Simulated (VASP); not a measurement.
VASP ran on this input.

File POSCAR:
```
Al3Pd
1.0
  0.0000000000   2.0598788853   2.0598788853
  2.0598788853   0.0000000000   2.0598788853
  7.5774900372   7.5774900372   0.6620255039
Pd Al
1 3
direct
  0.0000000000   0.0000000000   0.0000000000
  0.0211998044   0.0211998044   0.2341001467
  0.0000000000   0.0000000000   0.5000000000
  0.9788001956   0.9788001956   0.7658998533
```

### INCAR
```
# general
SYSTEM =Al3Pd
PREC   =Accurate
ENCUT  =400
LREAL  =.False.
LASPH  =.True.

# electronic loop
EDIFF  =1E-6
NELM   =100
ALGO   =Normal
LMAXMIX=4

# smearing
ISMEAR =1
SIGMA  =0.1

# functional
GGA    =PS

# ions
IBRION =2
NSW    =60
ISIF   =3
EDIFFG =-0.02

# output
LWAVE  =.False.
LCHARG =.False.
```

KPOINTS:
```
kpoints
0
G
  12 12 4
0 0 0
```

POTCAR, in this order: Pd Al (PBE.64 set). Program: vasp_std.

Q: Translate this PBEsol calculation to Quantum ESPRESSO's pw.x.

A: One equivalent input (not run):
```
&CONTROL
  calculation = 'vc-relax'
  pseudo_dir = './pseudo'
  outdir = './out'
  tprnfor = .true.
  tstress = .true.
  nstep = 60
  forc_conv_thr = 0.00078
/
&SYSTEM
  ibrav = 0
  nat = 4
  ntyp = 2
  ecutwfc = 82
  occupations = 'smearing'
  smearing = 'methfessel-paxton'
  degauss = 0.00735
  input_dft = 'pbesol'
/
&ELECTRONS
  conv_thr = 7.3e-08
  electron_maxstep = 100
/
&IONS
/
&CELL
/
ATOMIC_SPECIES
  Pd 106.420 Pd.upf
  Al 26.982 Al.upf
CELL_PARAMETERS angstrom
    -0.0000000    2.0598789    2.0598789
     2.0598789   -0.0000000    2.0598789
     7.5774900    7.5774900    0.6620255
ATOMIC_POSITIONS crystal
  Pd   0.0000000  0.0000000  0.0000000
  Al   0.0211998  0.0211998  0.2341001
  Al   0.0000000  0.0000000  0.5000000
  Al   0.9788002  0.9788002  0.7658999
K_POINTS automatic
  12 12 4 0 0 0
```
Limits of the translation: the potentials are each code's own (VASP's PAW set, PseudoDojo norm-conserving files in pw.x), so ENCUT and ecutwfc are chosen apart and not converted; conv_thr bounds pw.x's estimated SCF error, while EDIFF bounds the energy change between steps; forc_conv_thr acts on force components and is met together with etot_conv_thr.

The structure was generated: Al3Pd was put into an ordered model structure (R-3m), which need not be its known phase. This run relaxes it. Symmetry was kept, so distortions that lower it aren't found. The start is the result of an earlier pass.
